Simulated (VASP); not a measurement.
Consider the following.

```
CELL_PARAMETERS angstrom
      0.00000     2.28412     2.28412
      2.28412     0.00000     2.28412
      2.28412     2.28412     0.00000
ATOMIC_POSITIONS crystal
  Li 0.00000 0.00000 0.00000
  Br 0.50000 0.50000 0.50000
```

Method: PBEsol GGA, VASP's PBE PAW potentials (set 64) (plane waves; VASP). Settings: 620 eV cut-off, 10×10×10 Γ-centred mesh, Gaussian smearing of 0.050 eV, potentials Li_sv Br.

Question: Estimate the energy per atom (σ→0), pressure.

Answer: 
```yaml
energy per atom (σ→0): -2.766 eV/atom
pressure: 44.78 GPa
```

The compound is LiBr in the rock salt structure. It was relaxed first under an external pressure of 45 GPa.
